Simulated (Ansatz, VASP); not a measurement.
# Lu in two plane-wave programs

Wanted: the spread between two codes on one cell, functional and k mesh. The structure shown comes from an earlier Ansatz run, which isn't shown and may have moved the atoms alone.

Calculated with Ansatz 0.2.0; plane waves, with VASP 6.6.1 beside it; elastic constants at PBEsol.

### Step 1. Set-up

It takes space group P6_3/mmc (No. 194, hexagonal). Conventional cell: a = 3.445 Å, b = 3.445 Å, c = 5.347 Å, α = 90.00°, β = 90.00°, γ = 120.00°. Lu has 12 Lu at 3.33 to 3.44 Å nearest.

Structure file:

```cif
data_structure
_symmetry_space_group_name_H-M 'P6_3/mmc'
_symmetry_Int_Tables_number 194
_cell_length_a 3.4446
_cell_length_b 3.4446
_cell_length_c 5.3468
_cell_angle_alpha 90.000
_cell_angle_beta 90.000
_cell_angle_gamma 120.000
_cell_volume 54.94
loop_
_atom_site_label
_atom_site_type_symbol
_atom_site_symmetry_multiplicity
_atom_site_Wyckoff_symbol
_atom_site_fract_x
_atom_site_fract_y
_atom_site_fract_z
_atom_site_occupancy
Lu1 Lu 2 c 0.33333 0.66667 0.25000 1
```

### Step 2. Ansatz: elastic constants, PBEsol

Ansatz runs on its default PAW (the set named soft_2) files.

Elastic constants are differences of stresses under small strains, so they test the stress and the mesh.

The input, input.yaml:

```yaml
crystal:
  lattice:
    - [3.4445813677, 0.0, 0.0]
    - [-1.7222906839, 2.9830949699, 0.0]
    - [0.0, 0.0, 5.346761398]
  atoms:
    - { symbol: Lu, position: [0.3333333333, 0.6666666667, 0.25] }
    - { symbol: Lu, position: [0.6666666667, 0.3333333333, 0.75] }
kpoints:
  mp_grid: { grid: [12, 12, 6] }
hamiltonian:
  xc: pbesol
scf:
  occupations: { method: methfessel_paxton, width: 0.25 }
output:
  forces: true
  stress: true
  eigenvalues: true
elastic:
  mode: relaxed_ion
  stencil: two_point
  amplitude: 0.01
```

Started as:

```bash
> ansatz run input.yaml --threads 4 --pin off --max-ram 16384MiB --backend cpu --events-out ev --progress --plain --runs-dir out
```

Numbers of over 12 decimals in the logs are rounded to 6 here.

The program printed:

```text
band count auto-derived: 31 (N_el = 50.0; filled up to band 25; 30 by the electrons, moments and atoms)
Engine: ansatz 0.2.0, aarch64-unknown-linux-gnu
Pseudopotentials: kind: paw
Pseudopotential: Lu, paw, valence charge 25, recommended cutoff 420 eV (normal), Lu.paw.azcp
Functional definition: PBEsol
  exchange = pbesol_x
  correlation = pbesol_c
Crystal: 2 atoms, lattice volume = 54.941 Å³
Basis set: ecut = 420 eV, 1085 PW (Γ), exchange–correlation on 48×48×80 points (8 copies of the dense FFT grid, shifted against one another)
Bands: 31, of which v1, the nominal top of the filled ones, is band 25 counted from 1 (24 counted from 0)
Symmetry: 24 space group operations
Space group: P63/mmc (ITA 194), of the structure as read, at distance tolerance 3.8e-5 Å
k-points: 76 of 864
Non-local potential: Lu, projectors of the file, l = 0: 3, l = 1: 2, l = 2: 2, l = 3: 3
PAW form: soft (Blöchl's): semilocal exchange-correlation on the pseudo side does not see the compensation charge
PAW frozen core: Lu, regenerated for the run's functional, and the local potential with it (the file was generated under x = pbe(κ = 0.804, μ = 0.219515), c = pbe(β = 0.066725))
PAW one-centre angular grid: Lu, 590 points (default); XC on 64 Gauss nodes
Initial density: superposition of atomic densities (neutral atoms: chi_scale 0, normalization atom), corrected by the library's trained network
Initial wavefunctions: pseudopotential atomic-orbital guess
Functional: x = pbesol(κ = 0.804, μ = 0.123457), c = pbesol(β = 0.046)
SCF iter   1: F=—  HF=-29222.977292 eV  |F-HF|=—  |Δ(HF+E_count)|=         —  Δρ=2.67e-3  dr2=3.42e-3  ethr=1.77e-3  ⟨swp⟩=5.4  Hψ=9890  notcnv=0
preconditioner: auto → Kerker (q_TF=auto, 2.686 Å⁻¹)  [metal: Δε(μ)=0.040 eV  Ē_g=12.639 eV  σ=0.250 eV  W_gap=0.13  n_scr=22 (ndim 8)  ℏωp=34.0 eV  f_vac=0.000  D(μ)=3.23/eV (n_scr^D=34)]
SCF iter   2: F=—  HF=-29222.969897 eV  |F-HF|=—  |Δ(HF+E_count)|=   7.39e-3  S|Δr|=    0.00e0  Δρ=1.90e-3  dr2=2.03e-3  ethr=6.84e-6  ⟨swp⟩=3.1  Hψ=6226  notcnv=0  defer=2
SCF iter   3: F=—  HF=-29222.968878 eV  |F-HF|=—  |Δ(HF+E_count)|=   1.02e-3  S|Δr|=    0.00e0  Δρ=1.09e-3  dr2=5.99e-4  ethr=4.07e-6  ⟨swp⟩=3.5  Hψ=5401  notcnv=0  defer=5
SCF iter   4: F=—  HF=-29222.968773 eV  |F-HF|=—  |Δ(HF+E_count)|=   1.05e-4  S|Δr|=    0.00e0  Δρ=6.03e-4  dr2=2.00e-4  ethr=1.20e-6  ⟨swp⟩=2.3  Hψ=4214  notcnv=0  defer=5
SCF iter   5: F=—  HF=-29222.968720 eV  |F-HF|=—  |Δ(HF+E_count)|=   5.36e-5  S|Δr|=    0.00e0  Δρ=1.17e-4  dr2=9.54e-6  ethr=4.00e-7  ⟨swp⟩=2.0  Hψ=3620  notcnv=0  defer=5
SCF iter   6: F=—  HF=-29222.968720 eV  |F-HF|=—  |Δ(HF+E_count)|=   4.60e-7  S|Δr|=    0.00e0  Δρ=3.08e-5  dr2=3.59e-7  ethr=1.91e-8  ⟨swp⟩=2.5  Hψ=4352  notcnv=0  defer=5
SCF iter   7: F=—  HF=-29222.968719 eV  |F-HF|=—  |Δ(HF+E_count)|=   1.25e-6  S|Δr|=    0.00e0  Δρ=7.98e-6  dr2=2.30e-8  ethr=7.18e-10  ⟨swp⟩=3.7  Hψ=5922  notcnv=0  defer=4
SCF iter   8: F=—  HF=-29222.968719 eV  |F-HF|=—  |Δ(HF+E_count)|=   4.43e-9  S|Δr|=    0.00e0  Δρ=1.82e-6  dr2=4.82e-10  ethr=4.60e-11  ⟨swp⟩=3.6  Hψ=5998  notcnv=0  defer=5
SCF iter   9: F=—  HF=-29222.968719 eV  |F-HF|=—  |Δ(HF+E_count)|=   1.14e-9  S|Δr|=    0.00e0  Δρ=6.33e-7  dr2=6.77e-11  ethr=9.65e-13 (applied; sched 1.00e-12)  ⟨swp⟩=2.7  Hψ=5303  notcnv=0  defer=5
SCF iter  10: F=—  HF=-29222.968719 eV  |F-HF|=—  |Δ(HF+E_count)|=  8.77e-10  S|Δr|=    0.00e0  Δρ=9.75e-8  dr2=2.24e-12  ethr=1.35e-13 (applied; sched 1.00e-12)  ⟨swp⟩=4.3  Hψ=7061  notcnv=0  defer=18
[...]
SCF 1 converged in 12 iterations: F = -29222.968719 eV  dr2 = 1.58e-14
  greatest PAW one-centre occupation: 0.998 electrons in one spin orbital (limit 2), on the Lu atom at site 1 (counted from 0), in its partial waves of l = 0
Crystal: 2 atoms, lattice volume = 54.391 Å³
Symmetry: 8 space group operations
k-points: 172 of 864
Initial density: handed on by an earlier stage of this run
Initial wavefunctions: pseudopotential atomic-orbital guess (no wavefunctions were taken with the density)
[...]
preconditioner: auto → Kerker (q_TF=auto, 2.690 Å⁻¹)  [metal: Δε(μ)=0.008 eV  Ē_g=12.015 eV  σ=0.250 eV  W_gap=0.03  n_scr=22 (ndim 8)  ℏωp=34.1 eV  f_vac=0.000  D(μ)=3.29/eV (n_scr^D=34)]
[...]
SCF 17 converged in 8 iterations: F = -29222.968132 eV  dr2 = 5.69e-14
relax step   2: F+E_penalty+E_count = -29222.96813225 eV  Δ(F+E_penalty+E_count) = -2.271e-7 eV  max|allowed force component| = 1.383e-4 eV/Å  Δτ_max = 0.0003 Å  (8 SCF iters, accepted)
[...]
SCF iter   2: F=—  HF=-29222.968132 eV  |F-HF|=—  |Δ(HF+E_count)|=   1.00e-6  S|Δr|=    0.00e0  Δρ=1.14e-6  dr2=4.19e-9  ethr=2.82e-12  ⟨swp⟩=2.0  Hψ=11218  notcnv=0  defer=1
SCF iter   3: F=—  HF=-29222.968132 eV  |F-HF|=—  |Δ(HF+E_count)|=  7.86e-10  S|Δr|=    0.00e0  Δρ=2.06e-7  dr2=1.76e-11  ethr=2.82e-12  ⟨swp⟩=2.0  Hψ=12461  notcnv=0  defer=1
SCF iter   4: F=—  HF=-29222.968132 eV  |F-HF|=—  |Δ(HF+E_count)|=  7.28e-12  S|Δr|=    0.00e0  Δρ=7.71e-8  dr2=4.60e-12  ethr=3.51e-14 (applied; sched 1.00e-12)  ⟨swp⟩=3.5  Hψ=19361  notcnv=0  defer=71
SCF iter   5: F=—  HF=-29222.968132 eV  |F-HF|=—  |Δ(HF+E_count)|=  7.28e-12  S|Δr|=    0.00e0  Δρ=5.27e-8  dr2=1.47e-12  ethr=9.19e-15 (applied; sched 1.00e-12)  ⟨swp⟩=3.0  Hψ=16501  notcnv=0  defer=179
SCF iter   6: F=—  HF=-29222.968132 eV  |F-HF|=—  |Δ(HF+E_count)|=  3.64e-12  S|Δr|=    0.00e0  Δρ=2.55e-8  dr2=4.51e-13  ethr=2.95e-15 (applied; sched 1.00e-12)  ⟨swp⟩=3.3  Hψ=17958  notcnv=0  defer=180
SCF iter   7: F=-29222.968132 eV  HF=-29222.968132 eV  |F-HF|=0.00e0  |Δ(HF+E_count)|=  3.64e-12  S|Δr|=    0.00e0  Δρ=7.36e-9  dr2=3.28e-14  ethr=1.00e-12  ⟨swp⟩=5.4  Hψ=40717  notcnv=0
SCF 18 converged in 7 iterations: F = -29222.968132 eV  dr2 = 3.28e-14
relax step   3: F+E_penalty+E_count = -29222.96813225 eV  Δ(F+E_penalty+E_count) = -1.804e-9 eV  max|allowed force component| = 2.303e-5 eV/Å  Δτ_max = 0.0000 Å  (7 SCF iters, accepted)
iter 1 solved again at ethr=1.00e-12 eV; its pass at ethr=3.10e-3 eV (dr2=5.23e-13 eV) is discarded
SCF iter   1: F=—  HF=-29222.968131 eV  |F-HF|=—  |Δ(HF+E_count)|=         —  Δρ=5.96e-8  dr2=4.87e-13  ethr=1.00e-12  ⟨swp⟩=2.0  Hψ=34542  notcnv=0
SCF iter   2: F=—  HF=-29222.968132 eV  |F-HF|=—  |Δ(HF+E_count)|=   1.00e-6  S|Δr|=    0.00e0  Δρ=2.73e-8  dr2=9.10e-14  ethr=1.00e-12  ⟨swp⟩=6.2  Hψ=61579  notcnv=0
SCF iter   3: F=-29222.968132 eV  HF=-29222.968132 eV  |F-HF|=7.28e-12  |Δ(HF+E_count)|=  7.28e-12  S|Δr|=    0.00e0  Δρ=1.87e-8  dr2=4.38e-14  ethr=1.00e-12  ⟨swp⟩=5.9  Hψ=35233  notcnv=0
SCF 19 converged in 3 iterations: F = -29222.968132 eV  dr2 = 4.38e-14
SCF converged after 12 iterations
Stability not checked: this state was not tested for a lower state beside it, because cold or Methfessel-Paxton smearing, or corrected tetrahedra, fill the levels in a way that the test cannot read (fill_not_monotonic; see scf.lower_state_search)
Free energy (F): -29222.968719 eV
Harris-Foulkes:  -29222.968719 eV  (|F-HF|=0.00e0)
Internal energy: -29222.965399 eV  (E = F + TS)
E sigma→0 (E₀):  -29222.967889 eV
Entropy (-TS):   -0.003320 eV (-1.660 meV/atom)
Fermi energy:    14.489650 eV
Step filling:    the computed levels leave a gap of 0.0098 eV = 0.0 smearing widths at the electron count; against every level under it full and every level over it empty, smearing changes F+E_penalty+E_count by +2.525 meV and its σ→0 estimate by +3.355 meV
--- Per-component energies (eV) ---
  E_band       = 37.200952
  E_kinetic    = 839.037968
  E_local      = -13198.383166  (includes V_loc(G=0)·N_el)
  E_nonlocal   = 1164.958291
  E_hartree    = 5524.891953
  E_xc         = -432.756191
  E_vxc        = -514.728342  (∫ρ·V_xc dr)
  E_paw        = -14511.668034  (= ΣΔE_a)
  E_vpaw       = 696.532220  (= ΣTr[D̂ρ^β])
  E_aug_tail   = 0.000067  (compensation charges beyond the density's cutoff)
  E_ewald      = -8611.430622
  E_core_change = 2.384335  (= ΣΔE_core)
  E_smearing   = -0.003320  (= −TS)
  E_closure    = -0.000000  (closes the sum)
  Σ components = -29222.968719   (vs F -29222.968719, Δ=0.00e0)
--- Forces (eV/Å), atoms counted from 1 ---
  atom   1  Lu     0.00000000    -0.00000000     0.00000000
  atom   2  Lu    -0.00000000     0.00000000     0.00000000
  max |Σ_I F_I| component: 9.25e-18 eV/Å
--- Stress (GPa, compression-positive) ---
       -0.011398       0.000000       0.000000
       -0.000000      -0.011398       0.000000
        0.000000       0.000000      -0.015025
  P = ⅓ Tr σ = -0.0126 GPa (-0.126 kbar)
--- Band table (eV; the first three rows and the last of 76) ---
  k-point 0: bands = [... 21 lower, 9.7922, 9.7974, 12.0044, 15.4180, 16.7001, 16.7001, 17.2230, 17.5056, ... 2 higher]
  k-point 1: bands = [... 21 lower, 9.7926, 9.7970, 11.7791, 15.3021, 16.5742, 16.5742, 16.9924, 17.3022, ... 2 higher]
  k-point 2: bands = [... 21 lower, 9.7935, 9.7961, 11.0738, 15.3315, 16.4144, 16.4736, 16.4736, 16.9041, ... 2 higher]
  k-point 75: bands = [... 21 lower, 9.7709, 13.8535, 13.8535, 14.0066, 14.0066, 14.9467, 14.9467, 18.0120, ... 2 higher]
--- Elastic constants: 3 strain directions × 2 members + reference (group order 24) ---
  dense FFT box of the reference and of every strained cell: 24×24×40
  strains applied: 11, 33, 23; error gains: componentwise 1.00 (the most a stress slope's error grows in a printed constant), spectral 1.41 (1 for all six strains in a standard setting)
  C = ∂σ_k/∂η_j (tension-positive GPa; Voigt order 11 22 33 23 13 12):
        99.896     29.160     23.191      0.000      0.000      0.000
        29.160     99.896     23.191      0.000      0.000      0.000
        23.231     23.231     99.181      0.000      0.000     -0.000
         0.000      0.000      0.000     34.012     -0.000      0.000
         0.000      0.000      0.000      0.000     34.012      0.000
         0.000      0.000      0.000      0.000      0.000     35.368
  reference stress σ⁰ (GPa):      0.011      0.011      0.015     -0.000     -0.000     -0.000
  C* (energy form; C + prestress term) asymmetry max|C*_kj − C*_jk| = 4.372e-2 GPa — a small one proves nothing (zero by symmetry where the batch's group is 432, −43m or m−3m); a large one is finite-difference/SCF noise where every solve meets its electron count
  moduli (Voigt/Reuss/Hill, GPa): K = 50.02/49.97/49.99   G = 35.57/35.47/35.52   E = 86.16   ν = 0.213
  mechanically stable: yes (min eigenvalue of sym C = 34.01 GPa)
  strain η (Voigt 11):  stress-route row diagonal C_11 = 99.90 GPa, energy-path curvature d²(F+E_count+ΔE)/dδ²/Ω₀ = 99.93 GPa
         δ    σ_11 (GPa)             F (eV)   n_scf  n_hpsi   n_pw
    -1.000e-2      -1.0158      -29222.9670106       2   75046   1088   relax 3 steps, max|allowed force component| 1.97e-5 eV/Å
     1.000e-2       0.9821      -29222.9669986       2   74239   1098   relax 3 steps, max|allowed force component| 1.12e-6 eV/Å
  strain η (Voigt 33):  stress-route row diagonal C_33 = 99.18 GPa, energy-path curvature d²(F+E_count+ΔE)/dδ²/Ω₀ = 99.15 GPa
         δ    σ_33 (GPa)             F (eV)   n_scf  n_hpsi   n_pw
    -1.000e-2      -1.0049      -29222.9670302      10   71018   1085   relax 0 steps, max|allowed force component| 1.02e-16 eV/Å
     1.000e-2       0.9788      -29222.9670013       9   72896   1096   relax 0 steps, max|allowed force component| 6.94e-17 eV/Å
  strain η (Voigt 23):  stress-route row diagonal C_44 = 34.01 GPa, energy-path curvature d²(F+E_count+ΔE)/dδ²/Ω₀ = 34.02 GPa
         δ    σ_23 (GPa)             F (eV)   n_scf  n_hpsi   n_pw
    -1.000e-2      -0.3401      -29222.9681323       2  103099   1087   relax 3 steps, max|allowed force component| 8.49e-6 eV/Å
     1.000e-2       0.3401      -29222.9681323       3  137796   1087   relax 3 steps, max|allowed force component| 2.30e-5 eV/Å
```

In the SCF lines HF is the Harris–Foulkes energy and dr2 the Hartree energy of the density residual, in eV; the loop may stop once dr2 is under the threshold and the program's other checks hold. Hψ counts applications of the Hamiltonian.

[end of part 1 of 2]

[Lines on the potential files, build, host, timing and source positions are cut from VASP's logs without a mark.]

[Logs are printed without paths, hosts, clocks, repeated set-up lines and the standing remarks that a program may print on its own settings, such as how far it seeks lower states.]

[Hosts, paths, dates, database ids (printed as entryN), source tags and the programs' standing remarks are cut or masked in the printed files.]
